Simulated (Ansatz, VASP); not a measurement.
# Ge (Germanium): VASP beside Ansatz

One calculation is typed for both programs; each brings its own data sets. How far apart do they land? The cell is taken from a series of runs on this material, whose earlier steps may have relaxed, scaled, displaced or heated it; both programs get it as it stands.

Calculated with Ansatz 0.2.0; plane waves, with VASP 6.6.1 beside it; zone-centre phonons at LDA.

This is not the structure that Ge takes at ambient pressure and room temperature (diamond type); it is a model or a phase of other conditions.

## 1. The structure

The structure is tetragonal, space group I4_1/amd (No. 141). The conventional cell has a = 4.023 Å, b = 4.023 Å, c = 5.397 Å, α = 90.00°, β = 90.00°, γ = 90.00°. Ge has 4 Ge at 2.42 Å nearest.

## 2. VASP: zone-centre phonons, LDA

Second derivatives magnify differences that forces hide, and they need a tight electronic threshold.

Lines of VASP's logs that name or quote its potential files are left out, and so is its time.

Contents of INCAR:

```
SYSTEM = Ge
PREC = Accurate
ENCUT = 500
EDIFF = 1E-08
NELM = 120
ISMEAR = 0
SIGMA = 0.015
LREAL = .FALSE.
ALGO = Normal
GGA = CA
NBANDS = 20
LORBIT = 11
LWAVE = .FALSE.
LCHARG = .FALSE.
ISIF = 2
ISYM = 2
IBRION = 8
LASPH = .TRUE.
GGA_COMPAT = .FALSE.
KPAR = 2
```

Contents of POSCAR:

```
Ge
1.0
    0.0000000000      2.8450418992      2.6983129654
    2.8450418992      0.0000000000      2.6983129654
    2.8450418992      2.8450418992      0.0000000000
Ge
2
Direct
    0.4999852899      0.4999852899      0.4999617468
    0.7500147101      0.7500147101      0.7500382532
```

Contents of KPOINTS:

```
Points of the shifted mesh
1728
Reciprocal
 0.0416666667  0.0416666667  0.0416666667 1
 0.0416666667  0.0416666667  0.1250000000 1
 0.0416666667  0.0416666667  0.2083333333 1
 0.0416666667  0.0416666667  0.2916666667 1
 0.0416666667  0.0416666667  0.3750000000 1
 0.0416666667  0.0416666667  0.4583333333 1
 0.0416666667  0.0416666667  0.5416666667 1
 0.0416666667  0.0416666667  0.6250000000 1
 0.0416666667  0.0416666667  0.7083333333 1
 0.0416666667  0.0416666667  0.7916666667 1
 0.0416666667  0.0416666667  0.8750000000 1
 0.0416666667  0.0416666667  0.9583333333 1
 0.0416666667  0.1250000000  0.0416666667 1
 0.0416666667  0.1250000000  0.1250000000 1
 0.0416666667  0.1250000000  0.2083333333 1
 0.0416666667  0.1250000000  0.2916666667 1
 0.0416666667  0.1250000000  0.3750000000 1
 0.0416666667  0.1250000000  0.4583333333 1
 0.0416666667  0.1250000000  0.5416666667 1
 0.0416666667  0.1250000000  0.6250000000 1
 0.0416666667  0.1250000000  0.7083333333 1
 0.0416666667  0.1250000000  0.7916666667 1
 0.0416666667  0.1250000000  0.8750000000 1
 0.0416666667  0.1250000000  0.9583333333 1
 0.0416666667  0.2083333333  0.0416666667 1
 0.0416666667  0.2083333333  0.1250000000 1
 0.0416666667  0.2083333333  0.2083333333 1
 0.0416666667  0.2083333333  0.2916666667 1
 0.0416666667  0.2083333333  0.3750000000 1
 0.0416666667  0.2083333333  0.4583333333 1
 0.0416666667  0.2083333333  0.5416666667 1
 0.0416666667  0.2083333333  0.6250000000 1
 0.0416666667  0.2083333333  0.7083333333 1
 0.0416666667  0.2083333333  0.7916666667 1
 0.0416666667  0.2083333333  0.8750000000 1
 0.0416666667  0.2083333333  0.9583333333 1
 0.0416666667  0.2916666667  0.0416666667 1
 0.0416666667  0.2916666667  0.1250000000 1
 0.0416666667  0.2916666667  0.2083333333 1
 0.0416666667  0.2916666667  0.2916666667 1
 0.0416666667  0.2916666667  0.3750000000 1
 0.0416666667  0.2916666667  0.4583333333 1
 0.0416666667  0.2916666667  0.5416666667 1
 0.0416666667  0.2916666667  0.6250000000 1
 0.0416666667  0.2916666667  0.7083333333 1
 0.0416666667  0.2916666667  0.7916666667 1
 0.0416666667  0.2916666667  0.8750000000 1
 0.0416666667  0.2916666667  0.9583333333 1
 0.0416666667  0.3750000000  0.0416666667 1
 0.0416666667  0.3750000000  0.1250000000 1
 0.0416666667  0.3750000000  0.2083333333 1
 0.0416666667  0.3750000000  0.2916666667 1
 0.0416666667  0.3750000000  0.3750000000 1
 0.0416666667  0.3750000000  0.4583333333 1
 0.0416666667  0.3750000000  0.5416666667 1
 0.0416666667  0.3750000000  0.6250000000 1
 0.0416666667  0.3750000000  0.7083333333 1
 0.0416666667  0.3750000000  0.7916666667 1
 0.0416666667  0.3750000000  0.8750000000 1
 0.0416666667  0.3750000000  0.9583333333 1
 0.0416666667  0.4583333333  0.0416666667 1
 0.0416666667  0.4583333333  0.1250000000 1
 0.0416666667  0.4583333333  0.2083333333 1
 0.0416666667  0.4583333333  0.2916666667 1
 0.0416666667  0.4583333333  0.3750000000 1
 0.0416666667  0.4583333333  0.4583333333 1
 0.0416666667  0.4583333333  0.5416666667 1
 0.0416666667  0.4583333333  0.6250000000 1
 0.0416666667  0.4583333333  0.7083333333 1
 0.0416666667  0.4583333333  0.7916666667 1
 0.0416666667  0.4583333333  0.8750000000 1
 0.0416666667  0.4583333333  0.9583333333 1
 0.0416666667  0.5416666667  0.0416666667 1
 0.0416666667  0.5416666667  0.1250000000 1
 0.0416666667  0.5416666667  0.2083333333 1
 0.0416666667  0.5416666667  0.2916666667 1
 0.0416666667  0.5416666667  0.3750000000 1
 0.0416666667  0.5416666667  0.4583333333 1
 0.0416666667  0.5416666667  0.5416666667 1
 0.0416666667  0.5416666667  0.6250000000 1
 0.0416666667  0.5416666667  0.7083333333 1
 0.0416666667  0.5416666667  0.7916666667 1
 0.0416666667  0.5416666667  0.8750000000 1
 0.0416666667  0.5416666667  0.9583333333 1
 0.0416666667  0.6250000000  0.0416666667 1
 0.0416666667  0.6250000000  0.1250000000 1
 0.0416666667  0.6250000000  0.2083333333 1
 0.0416666667  0.6250000000  0.2916666667 1
 0.0416666667  0.6250000000  0.3750000000 1
 0.0416666667  0.6250000000  0.4583333333 1
 0.0416666667  0.6250000000  0.5416666667 1
 0.0416666667  0.6250000000  0.6250000000 1
 0.0416666667  0.6250000000  0.7083333333 1
 0.0416666667  0.6250000000  0.7916666667 1
 0.0416666667  0.6250000000  0.8750000000 1
 0.0416666667  0.6250000000  0.9583333333 1
 0.0416666667  0.7083333333  0.0416666667 1
 0.0416666667  0.7083333333  0.1250000000 1
 0.0416666667  0.7083333333  0.2083333333 1
 0.0416666667  0.7083333333  0.2916666667 1
 0.0416666667  0.7083333333  0.3750000000 1
 0.0416666667  0.7083333333  0.4583333333 1
 0.0416666667  0.7083333333  0.5416666667 1
 0.0416666667  0.7083333333  0.6250000000 1
 0.0416666667  0.7083333333  0.7083333333 1
 0.0416666667  0.7083333333  0.7916666667 1
 0.0416666667  0.7083333333  0.8750000000 1
 0.0416666667  0.7083333333  0.9583333333 1
 0.0416666667  0.7916666667  0.0416666667 1
 0.0416666667  0.7916666667  0.1250000000 1
 0.0416666667  0.7916666667  0.2083333333 1
 0.0416666667  0.7916666667  0.2916666667 1
[... 1390 lines left out ...]
 0.8750000000  0.4583333333  0.1250000000 1
 0.8750000000  0.4583333333  0.2083333333 1
 0.8750000000  0.4583333333  0.2916666667 1
 0.8750000000  0.4583333333  0.3750000000 1
 0.8750000000  0.4583333333  0.4583333333 1
 0.8750000000  0.4583333333  0.5416666667 1
 0.8750000000  0.4583333333  0.6250000000 1
 0.8750000000  0.4583333333  0.7083333333 1
 0.8750000000  0.4583333333  0.7916666667 1
 0.8750000000  0.4583333333  0.8750000000 1
 0.8750000000  0.4583333333  0.9583333333 1
 0.8750000000  0.5416666667  0.0416666667 1
 0.8750000000  0.5416666667  0.1250000000 1
 0.8750000000  0.5416666667  0.2083333333 1
 0.8750000000  0.5416666667  0.2916666667 1
 0.8750000000  0.5416666667  0.3750000000 1
 0.8750000000  0.5416666667  0.4583333333 1
 0.8750000000  0.5416666667  0.5416666667 1
 0.8750000000  0.5416666667  0.6250000000 1
 0.8750000000  0.5416666667  0.7083333333 1
 0.8750000000  0.5416666667  0.7916666667 1
 0.8750000000  0.5416666667  0.8750000000 1
 0.8750000000  0.5416666667  0.9583333333 1
 0.8750000000  0.6250000000  0.0416666667 1
 0.8750000000  0.6250000000  0.1250000000 1
 0.8750000000  0.6250000000  0.2083333333 1
 0.8750000000  0.6250000000  0.2916666667 1
 0.8750000000  0.6250000000  0.3750000000 1
 0.8750000000  0.6250000000  0.4583333333 1
 0.8750000000  0.6250000000  0.5416666667 1
 0.8750000000  0.6250000000  0.6250000000 1
 0.8750000000  0.6250000000  0.7083333333 1
 0.8750000000  0.6250000000  0.7916666667 1
 0.8750000000  0.6250000000  0.8750000000 1
 0.8750000000  0.6250000000  0.9583333333 1
 0.8750000000  0.7083333333  0.0416666667 1
 0.8750000000  0.7083333333  0.1250000000 1
 0.8750000000  0.7083333333  0.2083333333 1
 0.8750000000  0.7083333333  0.2916666667 1
 0.8750000000  0.7083333333  0.3750000000 1
 0.8750000000  0.7083333333  0.4583333333 1
 0.8750000000  0.7083333333  0.5416666667 1
 0.8750000000  0.7083333333  0.6250000000 1
 0.8750000000  0.7083333333  0.7083333333 1
 0.8750000000  0.7083333333  0.7916666667 1
 0.8750000000  0.7083333333  0.8750000000 1
 0.8750000000  0.7083333333  0.9583333333 1
 0.8750000000  0.7916666667  0.0416666667 1
 0.8750000000  0.7916666667  0.1250000000 1
 0.8750000000  0.7916666667  0.2083333333 1
 0.8750000000  0.7916666667  0.2916666667 1
 0.8750000000  0.7916666667  0.3750000000 1
 0.8750000000  0.7916666667  0.4583333333 1
 0.8750000000  0.7916666667  0.5416666667 1
 0.8750000000  0.7916666667  0.6250000000 1
 0.8750000000  0.7916666667  0.7083333333 1
 0.8750000000  0.7916666667  0.7916666667 1
 0.8750000000  0.7916666667  0.8750000000 1
 0.8750000000  0.7916666667  0.9583333333 1
 0.8750000000  0.8750000000  0.0416666667 1
 0.8750000000  0.8750000000  0.1250000000 1
 0.8750000000  0.8750000000  0.2083333333 1
 0.8750000000  0.8750000000  0.2916666667 1
 0.8750000000  0.8750000000  0.3750000000 1
 0.8750000000  0.8750000000  0.4583333333 1
 0.8750000000  0.8750000000  0.5416666667 1
 0.8750000000  0.8750000000  0.6250000000 1
 0.8750000000  0.8750000000  0.7083333333 1
 0.8750000000  0.8750000000  0.7916666667 1
 0.8750000000  0.8750000000  0.8750000000 1
 0.8750000000  0.8750000000  0.9583333333 1
 0.8750000000  0.9583333333  0.0416666667 1
 0.8750000000  0.9583333333  0.1250000000 1
 0.8750000000  0.9583333333  0.2083333333 1
 0.8750000000  0.9583333333  0.2916666667 1
 0.8750000000  0.9583333333  0.3750000000 1
 0.8750000000  0.9583333333  0.4583333333 1
 0.8750000000  0.9583333333  0.5416666667 1
 0.8750000000  0.9583333333  0.6250000000 1
 0.8750000000  0.9583333333  0.7083333333 1
 0.8750000000  0.9583333333  0.7916666667 1
 0.8750000000  0.9583333333  0.8750000000 1
 0.8750000000  0.9583333333  0.9583333333 1
 0.9583333333  0.0416666667  0.0416666667 1
 0.9583333333  0.0416666667  0.1250000000 1
 0.9583333333  0.0416666667  0.2083333333 1
 0.9583333333  0.0416666667  0.2916666667 1
 0.9583333333  0.0416666667  0.3750000000 1
 0.9583333333  0.0416666667  0.4583333333 1
 0.9583333333  0.0416666667  0.5416666667 1
 0.9583333333  0.0416666667  0.6250000000 1
 0.9583333333  0.0416666667  0.7083333333 1
 0.9583333333  0.0416666667  0.7916666667 1
 0.9583333333  0.0416666667  0.8750000000 1
 0.9583333333  0.0416666667  0.9583333333 1
 0.9583333333  0.1250000000  0.0416666667 1
 0.9583333333  0.1250000000  0.1250000000 1
 0.9583333333  0.1250000000  0.2083333333 1
 0.9583333333  0.1250000000  0.2916666667 1
 0.9583333333  0.1250000000  0.3750000000 1
 0.9583333333  0.1250000000  0.4583333333 1
 0.9583333333  0.1250000000  0.5416666667 1
 0.9583333333  0.1250000000  0.6250000000 1
 0.9583333333  0.1250000000  0.7083333333 1
 0.9583333333  0.1250000000  0.7916666667 1
 0.9583333333  0.1250000000  0.8750000000 1
 0.9583333333  0.1250000000  0.9583333333 1
 0.9583333333  0.2083333333  0.0416666667 1
 0.9583333333  0.2083333333  0.1250000000 1
 0.9583333333  0.2083333333  0.2083333333 1
 0.9583333333  0.2083333333  0.2916666667 1
 0.9583333333  0.2083333333  0.3750000000 1
 0.9583333333  0.2083333333  0.4583333333 1
 0.9583333333  0.2083333333  0.5416666667 1
 0.9583333333  0.2083333333  0.6250000000 1
 0.9583333333  0.2083333333  0.7083333333 1
 0.9583333333  0.2083333333  0.7916666667 1
 0.9583333333  0.2083333333  0.8750000000 1
 0.9583333333  0.2083333333  0.9583333333 1
 0.9583333333  0.2916666667  0.0416666667 1
 0.9583333333  0.2916666667  0.1250000000 1
 0.9583333333  0.2916666667  0.2083333333 1
 0.9583333333  0.2916666667  0.2916666667 1
 0.9583333333  0.2916666667  0.3750000000 1
 0.9583333333  0.2916666667  0.4583333333 1
 0.9583333333  0.2916666667  0.5416666667 1
 0.9583333333  0.2916666667  0.6250000000 1
 0.9583333333  0.2916666667  0.7083333333 1
 0.9583333333  0.2916666667  0.7916666667 1
 0.9583333333  0.2916666667  0.8750000000 1
 0.9583333333  0.2916666667  0.9583333333 1
 0.9583333333  0.3750000000  0.0416666667 1
 0.9583333333  0.3750000000  0.1250000000 1
 0.9583333333  0.3750000000  0.2083333333 1
 0.9583333333  0.3750000000  0.2916666667 1
 0.9583333333  0.3750000000  0.3750000000 1
 0.9583333333  0.3750000000  0.4583333333 1
 0.9583333333  0.3750000000  0.5416666667 1
 0.9583333333  0.3750000000  0.6250000000 1
 0.9583333333  0.3750000000  0.7083333333 1
 0.9583333333  0.3750000000  0.7916666667 1
 0.9583333333  0.3750000000  0.8750000000 1
 0.9583333333  0.3750000000  0.9583333333 1
 0.9583333333  0.4583333333  0.0416666667 1
 0.9583333333  0.4583333333  0.1250000000 1
 0.9583333333  0.4583333333  0.2083333333 1
 0.9583333333  0.4583333333  0.2916666667 1
 0.9583333333  0.4583333333  0.3750000000 1
 0.9583333333  0.4583333333  0.4583333333 1
 0.9583333333  0.4583333333  0.5416666667 1
 0.9583333333  0.4583333333  0.6250000000 1
 0.9583333333  0.4583333333  0.7083333333 1
 0.9583333333  0.4583333333  0.7916666667 1
 0.9583333333  0.4583333333  0.8750000000 1
 0.9583333333  0.4583333333  0.9583333333 1
 0.9583333333  0.5416666667  0.0416666667 1
 0.9583333333  0.5416666667  0.1250000000 1
 0.9583333333  0.5416666667  0.2083333333 1
 0.9583333333  0.5416666667  0.2916666667 1
 0.9583333333  0.5416666667  0.3750000000 1
 0.9583333333  0.5416666667  0.4583333333 1
 0.9583333333  0.5416666667  0.5416666667 1
 0.9583333333  0.5416666667  0.6250000000 1
 0.9583333333  0.5416666667  0.7083333333 1
 0.9583333333  0.5416666667  0.7916666667 1
 0.9583333333  0.5416666667  0.8750000000 1
 0.9583333333  0.5416666667  0.9583333333 1
 0.9583333333  0.6250000000  0.0416666667 1
 0.9583333333  0.6250000000  0.1250000000 1
 0.9583333333  0.6250000000  0.2083333333 1
 0.9583333333  0.6250000000  0.2916666667 1
 0.9583333333  0.6250000000  0.3750000000 1
 0.9583333333  0.6250000000  0.4583333333 1
 0.9583333333  0.6250000000  0.5416666667 1
 0.9583333333  0.6250000000  0.6250000000 1
 0.9583333333  0.6250000000  0.7083333333 1
 0.9583333333  0.6250000000  0.7916666667 1
 0.9583333333  0.6250000000  0.8750000000 1
 0.9583333333  0.6250000000  0.9583333333 1
 0.9583333333  0.7083333333  0.0416666667 1
 0.9583333333  0.7083333333  0.1250000000 1
 0.9583333333  0.7083333333  0.2083333333 1
 0.9583333333  0.7083333333  0.2916666667 1
 0.9583333333  0.7083333333  0.3750000000 1
 0.9583333333  0.7083333333  0.4583333333 1
 0.9583333333  0.7083333333  0.5416666667 1
 0.9583333333  0.7083333333  0.6250000000 1
 0.9583333333  0.7083333333  0.7083333333 1
 0.9583333333  0.7083333333  0.7916666667 1
 0.9583333333  0.7083333333  0.8750000000 1
 0.9583333333  0.7083333333  0.9583333333 1
 0.9583333333  0.7916666667  0.0416666667 1
 0.9583333333  0.7916666667  0.1250000000 1
 0.9583333333  0.7916666667  0.2083333333 1
 0.9583333333  0.7916666667  0.2916666667 1
 0.9583333333  0.7916666667  0.3750000000 1
 0.9583333333  0.7916666667  0.4583333333 1
 0.9583333333  0.7916666667  0.5416666667 1
 0.9583333333  0.7916666667  0.6250000000 1
 0.9583333333  0.7916666667  0.7083333333 1
 0.9583333333  0.7916666667  0.7916666667 1
 0.9583333333  0.7916666667  0.8750000000 1
 0.9583333333  0.7916666667  0.9583333333 1
 0.9583333333  0.8750000000  0.0416666667 1
 0.9583333333  0.8750000000  0.1250000000 1
 0.9583333333  0.8750000000  0.2083333333 1
 0.9583333333  0.8750000000  0.2916666667 1
 0.9583333333  0.8750000000  0.3750000000 1
 0.9583333333  0.8750000000  0.4583333333 1
 0.9583333333  0.8750000000  0.5416666667 1
 0.9583333333  0.8750000000  0.6250000000 1
 0.9583333333  0.8750000000  0.7083333333 1
 0.9583333333  0.8750000000  0.7916666667 1
 0.9583333333  0.8750000000  0.8750000000 1
 0.9583333333  0.8750000000  0.9583333333 1
 0.9583333333  0.9583333333  0.0416666667 1
 0.9583333333  0.9583333333  0.1250000000 1
 0.9583333333  0.9583333333  0.2083333333 1
 0.9583333333  0.9583333333  0.2916666667 1
 0.9583333333  0.9583333333  0.3750000000 1
 0.9583333333  0.9583333333  0.4583333333 1
 0.9583333333  0.9583333333  0.5416666667 1
 0.9583333333  0.9583333333  0.6250000000 1
 0.9583333333  0.9583333333  0.7083333333 1
 0.9583333333  0.9583333333  0.7916666667 1
 0.9583333333  0.9583333333  0.8750000000 1
 0.9583333333  0.9583333333  0.9583333333 1
```

The projector-augmented-wave data sets are Ge_d (LDA family, release 64).

The run is started by

```sh
> mpirun -np 2 vasp_std
```

Numbers of over 12 decimals in the logs are rounded to 6 here.

Output:

```text
[banner, memory and clock lines left out]
running    2 mpi-ranks, on    1 nodes
 distrk:  each k-point on    1 cores,    2 groups
 distr:  one band on    1 cores,    1 groups

 POSCAR found type information on POSCAR Ge
 POSCAR found :  1 types and       2 ions
 LDA part: xc-table for (Slater(with rela. corr.)+CA(PZ))
 , standard interpolation
 POSCAR, INCAR and KPOINTS ok, starting setup
 FFT: planning ... GRIDC
 FFT: planning ... GRID_SOFT
 FFT: planning ... GRID
 WAVECAR not read
 entering main loop
       N       E                     dE             d eps       ncg     rms          rms(c)
DAV:   1     0.182756749207E+03    0.18276E+03   -0.14682E+04 74028   0.373E+03
DAV:   2     0.147299761794E+02   -0.16803E+03   -0.16343E+03 69212   0.582E+02
DAV:   3    -0.977836131880E+01   -0.24508E+02   -0.24332E+02 77820   0.143E+02
DAV:   4    -0.105472976646E+02   -0.76894E+00   -0.76838E+00 77800   0.298E+01
DAV:   5    -0.105596270761E+02   -0.12329E-01   -0.12329E-01 77252   0.410E+00    0.344E+00
DAV:   6    -0.104327468937E+02    0.12688E+00   -0.41495E-02 76592   0.170E+00    0.197E+00
DAV:   7    -0.103696132958E+02    0.63134E-01   -0.83092E-02 72332   0.215E+00    0.142E-01
DAV:   8    -0.103703259626E+02   -0.71267E-03   -0.59092E-03 78212   0.886E-01    0.455E-02
DAV:   9    -0.103703584818E+02   -0.32519E-04   -0.91294E-05 80392   0.970E-02    0.136E-02
DAV:  10    -0.103703547548E+02    0.37270E-05   -0.10121E-05 93552   0.492E-02    0.446E-03
DAV:  11    -0.103703545818E+02    0.17308E-06   -0.10873E-06 74064   0.836E-03    0.179E-03
DAV:  12    -0.103703545780E+02    0.37644E-08   -0.84276E-08 94400   0.450E-03
   1 F= -.10370355E+02 E0= -.10370354E+02  d E =-.112872E-05
 Linear response reoptimize wavefunctions to high precision
DAV:   1    -0.103703545776E+02    0.35561E-09   -0.48399E-09 67540   0.615E-04
DAV:   2    -0.103703545777E+02   -0.20009E-10   -0.18890E-10 44744   0.159E-04
 Linear response DOF=           2
 Linear response progress:
  Degree of freedom:   1/  2
       N       E                     dE             d eps       ncg     rms          rms(c)
RMM:   1    -0.188190766349E+00   -0.18819E+00    0.85331E+00 84271   0.449E+01
RMM:   2    -0.195673500515E+00   -0.74827E-02   -0.13581E-02111098   0.113E+00    0.781E-02
RMM:   3    -0.195747974302E+00   -0.74474E-04   -0.10130E-03119411   0.331E-01    0.449E-02
RMM:   4    -0.195701879074E+00    0.46095E-04   -0.66649E-05126650   0.834E-02    0.483E-03
RMM:   5    -0.195708632335E+00   -0.67533E-05   -0.45916E-06122193   0.193E-02    0.252E-03
RMM:   6    -0.195719997912E+00   -0.11366E-04   -0.23201E-07123276   0.527E-03    0.299E-04
RMM:   7    -0.195719126427E+00    0.87148E-06   -0.51286E-08127695   0.176E-03    0.193E-04
RMM:   8    -0.195718500184E+00    0.62624E-06   -0.63275E-09128687   0.609E-04    0.400E-05
RMM:   9    -0.195718351101E+00    0.14908E-06   -0.11793E-08129715   0.273E-04    0.187E-05
RMM:  10    -0.195718476151E+00   -0.12505E-06   -0.12249E-08129970   0.131E-04    0.513E-06
RMM:  11    -0.195718477468E+00   -0.13165E-08   -0.11667E-08129941   0.755E-05    0.311E-06
 first order change of Fermi-energy   0.21283E+01
 force on displaced ion       1 direction 1 : -12.035  -0.002  -0.007
 Linear response progress:
  Degree of freedom:   2/  2
       N       E                     dE             d eps       ncg     rms          rms(c)
RMM:   1    -0.187616369961E+00   -0.18762E+00    0.88686E+00 83904   0.456E+01
RMM:   2    -0.195193792516E+00   -0.75774E-02   -0.14119E-02112201   0.113E+00    0.747E-02
RMM:   3    -0.195247611669E+00   -0.53819E-04   -0.93197E-04118747   0.315E-01    0.430E-02
RMM:   4    -0.195195930914E+00    0.51681E-04   -0.67585E-05126752   0.829E-02    0.500E-03
RMM:   5    -0.195203078315E+00   -0.71474E-05   -0.40743E-06122537   0.186E-02    0.240E-03
RMM:   6    -0.195213569660E+00   -0.10491E-04   -0.26285E-07124425   0.513E-03    0.346E-04
RMM:   7    -0.195213133039E+00    0.43662E-06   -0.39125E-08127385   0.161E-03    0.205E-04
RMM:   8    -0.195212837831E+00    0.29521E-06   -0.66944E-09128977   0.555E-04    0.390E-05
RMM:   9    -0.195212662123E+00    0.17571E-06   -0.52778E-09128414   0.248E-04    0.146E-05
RMM:  10    -0.195212716557E+00   -0.54434E-07   -0.96252E-09130745   0.119E-04    0.501E-06
RMM:  11    -0.195212735308E+00   -0.18751E-07   -0.19616E-08131576   0.700E-05    0.207E-06
RMM:  12    -0.195212750205E+00   -0.14897E-07   -0.96314E-09135236   0.481E-05    0.135E-06
RMM:  13    -0.195212763950E+00   -0.13745E-07   -0.45288E-09134376   0.384E-05    0.173E-07
RMM:  14    -0.195212763201E+00    0.74891E-09   -0.11912E-09114605   0.335E-05    0.983E-08
 first order change of Fermi-energy   0.13955E+00
 force on displaced ion       1 direction 3 :  -0.010  -0.010 -11.784
 Linear response finished
```

(Part 1 of 2 ends here.)

[Lines on the potential files, build, host, timing and source positions are cut from VASP's logs without a mark.]

[Logs are printed without paths, hosts, clocks, repeated set-up lines and the standing remarks that a program may print on its own settings, such as how far it seeks lower states.]

[Hosts, paths, dates, database ids (printed as entryN), source tags and the programs' standing remarks are cut or masked in the printed files.]
